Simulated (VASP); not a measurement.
The system is Si2W.

```
Si W
1.0
    -1.60690    1.60690    3.91495
     1.60690   -1.60690    3.91495
     1.60690    1.60690   -3.91495
Si W
2 1
Direct
  0.33470 0.33470 0.00000
  0.66530 0.66530 0.00000
  0.00000 0.00000 0.00000
```

- Program: VASP 6.6.1
- Task: relaxation of cell and atoms
- Functional: PBE
- Potentials or basis: VASP PAW PBE potentials, release 64 (Si, W_sv)
- Cutoff: 520 eV
- k mesh: 18 × 18 × 18
- Occupations: gaussian, width 0.1 eV
- Spin: no spin polarisation

At the start: pressure 3.4 GPa; volume 13.48 Å³/atom.

Q: Where does the relaxation end?

A: Over 3 steps the energy falls by 2.1 meV/atom and the volume is 13.68 Å³/atom (+1.5 %); space group I4/mmm (No. 139, to 0.05 Å).

The path:
```tsv
step	energy change (eV)	largest force (eV/Å)	pressure (GPa)	volume (Å³)
1	0.0000	0.0626	3.40	40.44
2	0.0139	0.1032	-5.59	42.13
3	-0.0062	0.0001	0.01	41.03
```

Final structure:
```cif
data_structure
_symmetry_space_group_name_H-M 'P 1'
_symmetry_Int_Tables_number 1
_cell_length_a 4.5499
_cell_length_b 4.5499
_cell_length_c 4.5499
_cell_angle_alpha 138.433
_cell_angle_beta 138.433
_cell_angle_gamma 60.241
_cell_volume 41.03
loop_
_atom_site_label
_atom_site_type_symbol
_atom_site_fract_x
_atom_site_fract_y
_atom_site_fract_z
_atom_site_occupancy
Si1 Si 0.33456 0.33456 0.00000 1
Si2 Si 0.66544 0.66544 0.00000 1
W1 W 0.00000 0.00000 0.00000 1
```
